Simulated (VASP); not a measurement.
# LaCoPO: the relaxed cell at several levels of theory

Aim: relax LaCoPO at several levels of theory and compare the cells. The starting structure is a computed structure from the Materials Project. The first relaxation on each setting starts from this cell expanded by 3 % in volume.

Method: Kohn-Sham DFT with plane waves and PAW; PBEsol, LDA, PBE, PBEsol + D3(BJ), r2SCAN, PBEsol+U (Co d 3.32 eV) and LDA+U (Co d 3.32 eV), in VASP 6.6.1.

**1. The starting structure**

It takes space group P4/nmm (No. 129, tetragonal). Conventional cell: a = 3.991 Å, b = 3.991 Å, c = 8.265 Å, α = 90.00°, β = 90.00°, γ = 90.00°. Nearest to La lie 4 O at 2.36 Å. Nearest to Co lie 4 P at 2.22 Å. Nearest to P lie 4 Co at 2.22 Å. O has 4 La at 2.36 Å nearest. Farther neighbours and most contacts between anions are not listed.

Coordinates:

```cif
data_structure
_symmetry_space_group_name_H-M 'P 1'
_symmetry_Int_Tables_number 1
_cell_length_a 3.9913
_cell_length_b 3.9913
_cell_length_c 8.2649
_cell_angle_alpha 90.000
_cell_angle_beta 90.000
_cell_angle_gamma 90.000
_cell_volume 131.66
loop_
_atom_site_label
_atom_site_type_symbol
_atom_site_fract_x
_atom_site_fract_y
_atom_site_fract_z
_atom_site_occupancy
La1 La 0.50000 0.00000 0.15313 1
La2 La 0.00000 0.50000 0.84687 1
Co3 Co 0.00000 0.00000 0.50000 1
Co4 Co 0.50000 0.50000 0.50000 1
P5 P 0.00000 0.50000 0.38163 1
P6 P 0.50000 0.00000 0.61837 1
O7 O 0.50000 0.50000 0.00000 1
O8 O 0.00000 0.00000 0.00000 1
```

**2. Relaxation with PBEsol**

PBEsol restores the gradient expansion of exchange and is tuned for the cells of solids. This run starts from the cell of an earlier relaxation, which isn't shown; the restart sets up the plane waves anew.

The input, INCAR:

```
SYSTEM = LaCoPO
PREC = Accurate
ENCUT = 520
EDIFF = 1E-06
NELM = 150
ISMEAR = 0
SIGMA = 0.05
LREAL = .FALSE.
ALGO = Normal
GGA = PS
NBANDS = 46
ISPIN = 2
MAGMOM = 0 0 2 2 0 0 0 0
LASPH = .TRUE.
LMAXMIX = 6
AMIX = 0.2
BMIX = 1E-04
AMIX_MAG = 0.8
BMIX_MAG = 1E-04
LORBIT = 11
LWAVE = .FALSE.
LCHARG = .FALSE.
KPAR = 8
IBRION = 2
NSW = 50
ISIF = 3
EDIFFG = -0.006
```

The input, POSCAR:

```
LaCoPO
1.0
    3.8824439119      0.0000000000      0.0000000000
    0.0000000000      3.8824439119      0.0000000000
    0.0000000000      0.0000000000      8.3690241947
La Co P O
2 2 2 2
Direct
    0.5000000000      0.0000000000      0.1529839483
    0.0000000000      0.5000000000      0.8470160517
    0.0000000000      0.0000000000      0.5000000000
    0.5000000000      0.5000000000      0.5000000000
    0.0000000000      0.5000000000      0.3724851320
    0.5000000000      0.0000000000      0.6275148680
    0.5000000000      0.5000000000      0.0000000000
    0.0000000000      0.0000000000      0.0000000000
```

The input, KPOINTS:

```
Automatic mesh
0
Gamma
8 8 4
0 0 0
```

PAW data sets: La, Co, P and O (PBE family, release 64).

Command:

```bash
mpirun -np 8 vasp_std
```

The log of the run:

```text
[banner, memory and clock lines left out]
running    8 mpi-ranks, on    1 nodes
 distrk:  each k-point on    1 cores,    8 groups
 distr:  one band on    1 cores,    1 groups

 POSCAR found type information on POSCAR LaCoP O
 POSCAR found :  4 types and       8 ions
|                                                                             |
|           W    W    AA    RRRRR   N    N  II  N    N   GGGG   !!!           |
|           W    W   A  A   R    R  NN   N  II  NN   N  G    G  !!!           |
|           W    W  A    A  R    R  N N  N  II  N N  N  G       !!!           |
|           W WW W  AAAAAA  RRRRR   N  N N  II  N  N N  G  GGG   !            |
|           WW  WW  A    A  R   R   N   NN  II  N   NN  G    G                |
|           W    W  A    A  R    R  N    N  II  N    N   GGGG   !!!           |
|                                                                             |
|     For optimal performance we recommend to set                             |
|       NCORE = 2 up to number-of-cores-per-socket                            |
|     NCORE specifies how many cores store one orbital (NPAR=cpu/NCORE).      |
|     This setting can greatly improve the performance of VASP for DFT.       |
|     The default, NCORE=1 might be grossly inefficient on modern             |
|     multi-core architectures or massively parallel machines. Do your        |
|     Unfortunately you need to use the default for GW and RPA                |
|     calculations (for HF NCORE is supported but not extensively tested      |
|     yet).                                                                   |
|                                                                             |

|                                                                             |
|               ----> ADVICE to this user running VASP <----                  |
|                                                                             |
|     You enforced a specific xc type in the INCAR file but a different       |
|     [... a line on the potential file left out ...]
|     I HOPE YOU KNOW WHAT YOU ARE DOING!                                     |
|                                                                             |

 LDA part: xc-table for (Slater+PW92), standard interpolation
 POSCAR, INCAR and KPOINTS ok, starting setup
 FFT: planning ... GRIDC
 FFT: planning ... GRID_SOFT
 FFT: planning ... GRID
 WAVECAR not read
 entering main loop
       N       E                     dE             d eps       ncg     rms          rms(c)
DAV:   1     0.643192066571E+03    0.64319E+03   -0.22956E+04  8484   0.198E+03
DAV:   2     0.107170229057E+03   -0.53602E+03   -0.47698E+03  9080   0.370E+02
DAV:   3    -0.511246707165E+02   -0.15829E+03   -0.14672E+03 11306   0.193E+02
DAV:   4    -0.738479648877E+02   -0.22723E+02   -0.21448E+02 14598   0.794E+01
DAV:   5    -0.755883147303E+02   -0.17403E+01   -0.17088E+01 14982   0.227E+01    0.342E+01
DAV:   6    -0.929667466598E+02   -0.17378E+02   -0.34786E+02 14492   0.132E+02    0.639E+01
DAV:   7    -0.668966535607E+02    0.26070E+02   -0.13307E+02 14030   0.991E+01    0.186E+01
DAV:   8    -0.648162112604E+02    0.20804E+01   -0.30486E+01 14896   0.367E+01    0.925E+00
DAV:   9    -0.645577195646E+02    0.25849E+00   -0.93087E+00 15120   0.157E+01    0.616E+00
DAV:  10    -0.644750194782E+02    0.82700E-01   -0.95213E-01 15758   0.692E+00    0.391E+00
DAV:  11    -0.644115717308E+02    0.63448E-01   -0.46640E-01 15592   0.495E+00    0.173E+00
DAV:  12    -0.643977294362E+02    0.13842E-01   -0.89271E-02 14576   0.189E+00    0.508E-01
DAV:  13    -0.643984953293E+02   -0.76589E-03   -0.13511E-02 14848   0.771E-01    0.252E-01
DAV:  14    -0.643982825496E+02    0.21278E-03   -0.46443E-03 16160   0.436E-01    0.153E-01
DAV:  15    -0.643981759649E+02    0.10658E-03   -0.11140E-03 15304   0.231E-01    0.903E-02
DAV:  16    -0.643982612312E+02   -0.85266E-04   -0.33070E-04 15656   0.107E-01    0.486E-02
DAV:  17    -0.643982739238E+02   -0.12693E-04   -0.13195E-04 16152   0.626E-02    0.250E-02
DAV:  18    -0.643982878739E+02   -0.13950E-04   -0.50303E-05 16312   0.368E-02    0.166E-02
DAV:  19    -0.643982952347E+02   -0.73608E-05   -0.20337E-05 15704   0.200E-02    0.116E-02
DAV:  20    -0.643983009452E+02   -0.57105E-05   -0.21484E-05 13600   0.201E-02    0.630E-03
DAV:  21    -0.643983016739E+02   -0.72869E-06   -0.46363E-06 11800   0.130E-02
   1 F= -.64398302E+02 E0= -.64396005E+02  d E =-.643983E+02  mag=     0.7760
[... from here on, the cycles between the ionic steps are left out ...]
   2 F= -.64398491E+02 E0= -.64396059E+02  d E =-.188913E-03  mag=     0.7974
   3 F= -.64398561E+02 E0= -.64396174E+02  d E =-.259238E-03  mag=     0.7900
   4 F= -.64398559E+02 E0= -.64396180E+02  d E =-.257390E-03  mag=     0.7886
   5 F= -.64398562E+02 E0= -.64396178E+02  d E =-.260318E-03  mag=     0.7894
   6 F= -.64398563E+02 E0= -.64396178E+02  d E =-.260875E-03  mag=     0.7895
   7 F= -.64398799E+02 E0= -.64396285E+02  d E =-.235982E-03  mag=     0.8128
   8 F= -.64398849E+02 E0= -.64396265E+02  d E =-.286374E-03  mag=     0.8281
   9 F= -.64398851E+02 E0= -.64396252E+02  d E =-.288338E-03  mag=     0.8322
  10 F= -.64398867E+02 E0= -.64396270E+02  d E =-.163396E-04  mag=     0.8318
  11 F= -.64398875E+02 E0= -.64396278E+02  d E =-.240760E-04  mag=     0.8319
  12 F= -.64398875E+02 E0= -.64396278E+02  d E =-.237797E-04  mag=     0.8319
 curvature:  -0.32 expect dE=-0.598E-05 dE for cont linesearch -0.335E-07
 trial: gam= 0.34415 g(F)=  0.890E-05 g(S)=  0.977E-05 ort =-0.254E-05 (trialstep = 0.983E+00)
 search vector abs. value=  0.243E-04
 bond charge predicted
       N       E                     dE             d eps       ncg     rms          rms(c)
DAV:   1    -0.643988843804E+02   -0.92188E-05   -0.13754E-03 11954   0.214E-01    0.402E-02
DAV:   2    -0.643988910424E+02   -0.66619E-05   -0.27428E-04 14024   0.175E-01    0.253E-02
DAV:   3    -0.643988828491E+02    0.81932E-05   -0.47343E-05 14522   0.883E-02    0.137E-02
DAV:   4    -0.643988818866E+02    0.96253E-06   -0.81561E-06 12138   0.199E-02
  13 F= -.64398882E+02 E0= -.64396274E+02  d E =-.721983E-05  mag=     0.8354
 trial-energy change:   -0.000007  1 .order   -0.000009   -0.000017   -0.000000
 step:   0.9865(harm=  0.9865)  dis= 0.00057  next Energy=   -64.398883 (dE=-0.878E-05)
 reached required accuracy - stopping structural energy minimisation
```

Wall time 5.8 min (8 MPI ranks of AMD EPYC 9R45, shared host); peak memory 4.7 GiB.

Lines that name or quote the potential files are left out of all logs, and their timing lines are given in words.

Parts of OUTCAR (step 2):

```text
ion  position               nearest neighbor table
   1  0.500  0.000  0.153-   7 2.33   8 2.33   7 2.33   8 2.33   5 3.30   5 3.30   5 3.30   5 3.30

  LATTYP: Found a simple tetragonal cell.
 ALAT       =     3.8824439119
 C/A-ratio  =     2.1556072372

 Subroutine GETGRP returns: Found 16 space group operations
 (whereof  8 operations were pure point group operations)

The static configuration has the point symmetry D_2d.
 The point group associated with its full space group is D_4h.

 Found     45 irreducible k-points:

   k-points           NKPTS =     45   k-points in BZ     NKDIM =     45   number of bands    NBANDS=     46

   dimension x,y,z NGX =    30 NGY =   30 NGZ =   64
   dimension x,y,z NGXF=    60 NGYF=   60 NGZF=  128

   ENCUT  =  520.0 eV  38.22 Ry    6.18 a.u.   7.22  7.22 15.56*2*pi/ulx,y,z

   NELECT =      62.0000    total number of electrons

 k-points in reciprocal lattice and weights: Automatic mesh
   0.00000000  0.00000000  0.00000000       0.004
   0.12500000  0.00000000  0.00000000       0.016
   0.25000000  0.00000000  0.00000000       0.016
   0.37500000  0.00000000  0.00000000       0.016
   0.50000000  0.00000000  0.00000000       0.008
   0.12500000  0.12500000  0.00000000       0.016
   0.25000000  0.12500000  0.00000000       0.031
   0.37500000  0.12500000  0.00000000       0.031
   0.50000000  0.12500000  0.00000000       0.016
[...]
0.50000000  0.37500000  0.50000000       0.016
   0.50000000  0.50000000  0.50000000       0.004

 average (electrostatic) potential at core
       1 -93.9230       2 -93.9230       3 -79.6011       4 -79.6011       5 -79.8522
       6 -79.8522       7 -66.3332       8 -66.3332

 E-fermi :   8.7877

 spin component 1
 k-point     1 :       0.0000    0.0000    0.0000
  band No.  band energies     occupation
    ...
     27       7.3640      1.00000
     28       7.8537      1.00000
     29       7.9324      1.00000
     30       7.9344      1.00000
     31       7.9344      1.00000
     32      10.0721      0.00000
     33      10.5107      0.00000
     34      10.9360      0.00000
     35      11.0163      0.00000
     36      11.0163      0.00000
    ...

 k-point     2 :       0.1250    0.0000    0.0000
  band No.  band energies     occupation
    ...
     27       7.2772      1.00000
     28       7.5564      1.00000
     29       7.6701      1.00000
     30       7.9590      1.00000
     31       8.2761      1.00000
     32      10.0888      0.00000
     33      10.1570      0.00000
     34      10.7717      0.00000
     35      10.8693      0.00000
     36      11.4474      0.00000
    ...

 k-point     3 :       0.2500    0.0000    0.0000
  band No.  band energies     occupation
    ...
     27       7.0378      1.00000
     28       7.2144      1.00000
     29       7.3759      1.00000
     30       7.9546      1.00000
     31       8.6983      0.99426
     32       9.4813      0.00000
     33       9.9709      0.00000
     34      10.4920      0.00000
     35      11.0901      0.00000
     36      11.6231      0.00000
    ...

 k-point     4 :       0.3750    0.0000    0.0000
  band No.  band energies     occupation
    ...
     26       6.7700      1.00000
     27       6.7735      1.00000
     28       6.8294      1.00000
     29       7.3011      1.00000
     30       7.7221      1.00000
     31       9.1271      0.00000
     32       9.3464      0.00000
     33       9.7632      0.00000
     34      10.0219      0.00000
     35      11.2785      0.00000
    ...

 k-point     5 :       0.5000    0.0000    0.0000
  band No.  band energies     occupation
    ...
     26       6.4169      1.00000
     27       6.6722      1.00000
     28       6.6722      1.00000
     29       7.4295      1.00000
     30       7.4295      1.00000
     31       9.5511      0.00000
     32       9.5511      0.00000
     33       9.5597      0.00000
     34       9.5597      0.00000
     35      11.4467      0.00000
    ...

 k-point     6 :       0.1250    0.1250    0.0000
  band No.  band energies     occupation
    ...
     27       7.2117      1.00000
     28       7.4236      1.00000
     29       7.5678      1.00000
     30       7.9650      1.00000
     31       8.2355      1.00000
     32       9.9377      0.00000
     33      10.0413      0.00000
     34      10.3409      0.00000
     35      11.0480      0.00000
     36      11.7134      0.00000
    ...

  Total        0.0226729      0.0226729      0.0125234      0.0000000      0.0000000      0.0000000
  in kB        0.2876141      0.2876141      0.1588640      0.0000000      0.0000000      0.0000000
  external PRESSURE =       0.2446974 kB  Pullay stress =       0.0000000 kB

  energy-cutoff  :      520.00
  volume of cell :      126.30
      direct lattice vectors                 reciprocal lattice vectors
     3.890529312  0.000000000 -0.000000000     0.257034434  0.000000000  0.000000000
     0.000000000  3.890529312  0.000000000     0.000000000  0.257034434  0.000000000
    -0.000000000  0.000000000  8.344290068     0.000000000  0.000000000  0.119842430

 POSITION                                       TOTAL-FORCE (eV/Angst)
 -----------------------------------------------------------------------------------
      1.94526      3.89053      1.27741         0.000000      0.000000     -0.005230
     -0.00000      1.94526      7.06688        -0.000000     -0.000000      0.005230
      3.89053      3.89053      4.17215         0.000000      0.000000      0.000000
      1.94526      1.94526      4.17215         0.000000     -0.000000      0.000000
     -0.00000      1.94526      3.10927        -0.000000     -0.000000      0.001412
      1.94526      0.00000      5.23502         0.000000      0.000000     -0.001412
      1.94526      1.94526      0.00000         0.000000     -0.000000      0.000000
      3.89053      0.00000     -0.00000         0.000000      0.000000      0.000000
 -----------------------------------------------------------------------------------
    total drift:                                0.000000      0.000000      0.000000

  FREE ENERGIE OF THE ION-ELECTRON SYSTEM (eV)
  ---------------------------------------------------
  free  energy   TOTEN  =       -64.3988818866 eV

  energy  without entropy=      -64.3936661910  energy(sigma->0) =      -64.39627404

 reached required accuracy - stopping structural energy minimisation

 total charge
# of ion       s       p       d       f       tot
--------------------------------------------------
    1        2.041   5.664   0.728   0.261   8.693
    2        2.041   5.664   0.728   0.261   8.693
    3        0.457   0.549   7.489   0.000   8.495
    4        0.457   0.549   7.489   0.000   8.495
    5        1.027   1.461   0.000   0.000   2.488
    6        1.027   1.461   0.000   0.000   2.488
    7        1.569   3.468   0.000   0.000   5.037
    8        1.569   3.468   0.000   0.000   5.037
--------------------------------------------------
tot         10.188  22.283  16.433   0.523  49.427

 magnetization (x)
# of ion       s       p       d       f       tot
--------------------------------------------------
    1       -0.000   0.000  -0.002  -0.002  -0.004
    2       -0.000   0.000  -0.002  -0.002  -0.004
    3        0.009  -0.000   0.436   0.000   0.445
    4        0.009  -0.000   0.436   0.000   0.445
    5        0.000  -0.001   0.000   0.000  -0.001
    6        0.000  -0.001   0.000   0.000  -0.001
    7       -0.000  -0.001   0.000   0.000  -0.001
    8       -0.000  -0.001   0.000   0.000  -0.001
--------------------------------------------------
tot          0.016  -0.003   0.870  -0.003   0.879

[... 6 further parts left out ...]
```

Logs of long relaxations may skip ionic steps without a mark.

The PAW data sets were made with PBE, which is usual practice but a small mismatch for other functionals. The run keeps the 16 symmetry operations of its start, so it cannot find a distortion of lower symmetry.

With PBEsol the relaxed cell holds 15.788 Å³ an atom, -4.07 % against the starting cell, with a = 3.891 Å and c = 8.344 Å.

(Part 1 of 3 ends here.)

[Lines on the potential files, build, host, timing and source positions are cut from VASP's logs without a mark.]

[Logs are printed without paths, hosts, clocks, repeated set-up lines and the standing remarks that a program may print on its own settings, such as how far it seeks lower states.]

[Hosts, paths, dates, database ids (printed as entryN), source tags and the programs' standing remarks are cut or masked in the printed files.]
